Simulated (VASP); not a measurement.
Level of theory: PBE GGA, VASP's PBE PAW potentials (set 64) (plane waves; VASP 6.6.1).

A VASP calculation is set up with these files.

INCAR:
```
! general
SYSTEM  = GaN
PREC    = Accurate
ENCUT   = 520
LREAL   = F   ! projection in real space or not
LASPH   = T   ! aspherical one-centre terms

! electronic loop
EDIFF   = 1E-6   ! SCF stop (eV)
NELM    = 100   ! most electronic steps
ALGO    = Normal   ! blocked Davidson
LMAXMIX = 4

! smearing
ISMEAR  = -1   ! Fermi-Dirac
SIGMA   = 0.05   ! width (eV)

! functional
GGA     = PE   ! PBE

! ions
ISIF    = 2   ! forces and stress, cell fixed

! output
LWAVE   = F
LCHARG  = F
```

KPOINTS:
```
Automatic mesh
0
Gamma
7 7 4
0 0 0
```

POSCAR:
```
GaN
3.25380
  0.5000000000  -0.8660252628   0.0000000000
  0.5000000000   0.8660252628   0.0000000000
  0.0000000000   0.0000000000   1.6269592476
Ga N
2 2
Cartesian
  0.5000000000  -0.2886756649   0.8134796238
  0.5000000000   0.2886756649   0.0000000000
  0.5000000000  -0.2886756649   1.4268432602
  0.5000000000   0.2886756649   0.6133636364
```

POTCAR, in this order: Ga_d N (PBE.64 set). Program: vasp_std.

Output

### OSZICAR
```
       N       E                     dE             d eps       ncg     rms          rms(c)
DAV:   1     0.276972459442E+03    0.27697E+03   -0.18510E+04  1084   0.299E+03
DAV:   2     0.964482066194E+01   -0.26733E+03   -0.25917E+03  1152   0.534E+02
DAV:   3    -0.266211499392E+02   -0.36266E+02   -0.35957E+02  1232   0.156E+02
DAV:   4    -0.281175939633E+02   -0.14964E+01   -0.14922E+01  1480   0.341E+01
DAV:   5    -0.281389329100E+02   -0.21339E-01   -0.21329E-01  1188   0.374E+00    0.106E+01
DAV:   6    -0.242154614171E+02    0.39235E+01   -0.15501E+01  1886   0.552E+01    0.315E+00
DAV:   7    -0.243247443649E+02   -0.10928E+00   -0.15699E+00  1136   0.110E+01    0.266E+00
DAV:   8    -0.243253163859E+02   -0.57202E-03   -0.29597E-01  1828   0.756E+00    0.902E-01
DAV:   9    -0.243025976808E+02    0.22719E-01   -0.11251E-01  1874   0.542E+00    0.374E-01
DAV:  10    -0.243036942009E+02   -0.10965E-02   -0.57140E-03  1228   0.835E-01    0.128E-01
DAV:  11    -0.243034933374E+02    0.20086E-03   -0.22977E-03  1600   0.847E-01    0.475E-02
DAV:  12    -0.243035175191E+02   -0.24182E-04   -0.24348E-04  1128   0.115E-01    0.396E-02
DAV:  13    -0.243035170283E+02    0.49082E-06   -0.79805E-05  1514   0.136E-01    0.194E-02
DAV:  14    -0.243035154324E+02    0.15959E-05   -0.10421E-05  1200   0.266E-02    0.166E-02
DAV:  15    -0.243035148091E+02    0.62331E-06   -0.13920E-06   814   0.104E-02
   1 F= -.24303515E+02 E0= -.24303515E+02  d E =-.822913E-08
```

OUTCAR:
```
------------------------ aborting loop because EDIFF is reached ----------------------------------------
  FORCE on cell =-STRESS in cart. coord.  units (eV):
  Direction    XX          YY          ZZ          XY          YZ          ZX
  --------------------------------------------------------------------------------------
  Total       -1.5375402     -1.5375397     -1.4275046      0.0000000      0.0000000      0.0000000
  in kB      -50.7524787    -50.7524621    -47.1203284      0.0000000      0.0000000      0.0000000
  external PRESSURE =     -49.5417564 kB  Pullay stress =       0.0000000 kB
  volume of cell :       48.54
      direct lattice vectors                 reciprocal lattice vectors
     1.626900000 -2.817873000  0.000000000     0.307332965 -0.177438799  0.000000000
     1.626900000  2.817873000  0.000000000     0.307332965  0.177438799  0.000000000
     0.000000000  0.000000000  5.293800000     0.000000000  0.000000000  0.188900223
  FREE ENERGIE OF THE ION-ELECTRON SYSTEM (eV)
  ---------------------------------------------------
  free  energy   TOTEN  =       -24.3035148091 eV

  energy  without entropy=      -24.3035148009  energy(sigma->0) =      -24.30351480
```
(Selected blocks of OUTCAR.)

OUTCAR:
```
 val. band max:        4.6809561412   @ k =   0.0000   0.0000   0.0000

 cond. band min:       6.1905257780   @ k =   0.0000   0.0000   0.0000


 Fermi energy:         5.4645247085

 k-point     1 :       0.0000    0.0000    0.0000
  band No.  band energies     occupation
      1     -10.7968      2.00000
      2     -10.0802      2.00000
      3      -8.7243      2.00000
      4      -8.7111      2.00000
      5      -8.7111      2.00000
      6      -8.6606      2.00000
      7      -8.6606      2.00000
      8      -8.5042      2.00000
      9      -8.5042      2.00000
     10      -8.4218      2.00000
     11      -8.4218      2.00000
     12      -7.1698      2.00000
     13      -1.9753      2.00000
     14       3.7190      2.00000
     15       3.7190      2.00000
     16       4.6563      2.00000
     17       4.6809      2.00000
     18       4.6810      2.00000
     19       6.1905      0.00000
     20       8.5317      0.00000
     21      13.5338      0.00000
     22      14.2209      0.00000

 k-point     2 :       0.1429    0.0000    0.0000
  band No.  band energies     occupation
      1     -10.6310      2.00000
      2     -10.0446      2.00000
      3      -8.7049      2.00000
      4      -8.6887      2.00000
      5      -8.6481      2.00000
      6      -8.6286      2.00000
      7      -8.6269      2.00000
      8      -8.5173      2.00000
      9      -8.5042      2.00000
     10      -8.4447      2.00000
     11      -8.4182      2.00000
     12      -7.0399      2.00000
     13      -1.7110      2.00000
     14       2.4511      2.00000
     15       3.2524      2.00000
     16       3.3583      2.00000
     17       4.4655      2.00000
     18       4.5132      2.00000
     19       7.4948      0.00000
     20       9.5636      0.00000
     21      12.8307      0.00000
     22      13.4224      0.00000

 k-point     3 :       0.2857    0.0000    0.0000
  band No.  band energies     occupation
      1     -10.2985      2.00000
...
```

The compound is GaN in the wurtzite structure. The cell was not relaxed at this level. The run is one of a series of settings (ISMEAR = -1 against the base run), some of them coarse on purpose.
